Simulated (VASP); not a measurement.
VASP input:

File KPOINTS:
```
K-points
0
Gamma
  5 5 4
```

INCAR:
```
SYSTEM = SnO
PREC = Accurate
ENCUT = 520
EDIFF = 1E-6
NELM = 100
ALGO = Normal
LREAL = .FALSE.
LASPH = .TRUE.
ISMEAR = 0
SIGMA = 0.05
METAGGA = R2SCAN
LMIXTAU = .TRUE.
LMAXMIX = 4
LWAVE = .FALSE.
LCHARG = .FALSE.
IBRION = 2
ISIF = 3
NSW = 60
EDIFFG = -0.02
```

**POSCAR**
```
SnO
1
    3.8124596542     0.0000000000     0.0000000000
    0.0000000000     3.8124596542     0.0000000000
    0.0000000000     0.0000000000     4.8956549610
Sn O
2 2
Direct
  0.5000000000   0.0000000000   0.7646402455
  0.0000000000   0.5000000000   0.2353597545
  0.5000000000   0.5000000000   0.0000000000
  0.0000000000   1.0000000000   0.0000000000
```

POTCAR, in this order: Sn_d O (PBE.64 set). Program: vasp_std.

Task: Write an equivalent input for Ansatz.

Result: One equivalent input (not run):
Ansatz 0.2 input:
```yaml
crystal:
  lattice:
    - [3.8124597, 0.0000000, 0.0000000]
    - [0.0000000, 3.8124597, 0.0000000]
    - [0.0000000, 0.0000000, 4.8956550]
  atoms:
    - { symbol: Sn, position: [0.5000000, 0.0000000, 0.7646402] }
    - { symbol: Sn, position: [0.0000000, 0.5000000, 0.2353598] }
    - { symbol: O, position: [0.5000000, 0.5000000, 0.0000000] }
    - { symbol: O, position: [0.0000000, 1.0000000, 0.0000000] }
kpoints:
  mp_grid: { grid: [5, 5, 4] }
hamiltonian:
  xc: r2scan
  pseudopotentials: { kind: paw }
scf:
  occupations: { method: gaussian, width: 0.05 }
  max_iter: 100
relax:
  max_steps: 60
  f_tol: 0.02
  cell: {}
output: { forces: true, stress: true, eigenvalues: true }
```
The two are equivalent in intent, not identical: each code has its own PAW files, so the cut-off isn't converted (ENCUT is set for VASP's; basis.ecutwfc is left out, and Ansatz then takes the one that its files recommend); Ansatz stops its SCF on the density residual and VASP on the energy change (EDIFF).

The compound is SnO in the litharge structure. It was relaxed first. The start is the result of an earlier pass.
